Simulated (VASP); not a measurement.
Here is the system:

```yaml
crystal:
  lattice:
    - [3.01595, 0.00000, 0.00000]
    - [-1.50797, 2.61189, 0.00000]
    - [0.00000, 0.00000, 5.46672]
  atoms:
    - { symbol: Mg, position: [0.00000, 0.00000, 0.00000] }
    - { symbol: Zr, position: [0.66667, 0.33333, 0.50000] }
```

The numbers are results of PBEsol GGA, VASP's PBE PAW potentials (set 64) (plane waves; VASP), not measurements. Settings: 400 eV cut-off, Gaussian smearing of 0.050 eV, potentials Mg Zr_sv.

Predict the band gap (along the path) with the smallest direct gap where there is one.

```yaml
band gap (along the path): none (metal, semimetal or under 0.01 eV)
```

The absolute energy has meaning only against runs of the same code, potentials and settings.

The structure comes from a computed database's MgZr entry (P-6m2); how it stands against other phases isn't given here. It was relaxed first.
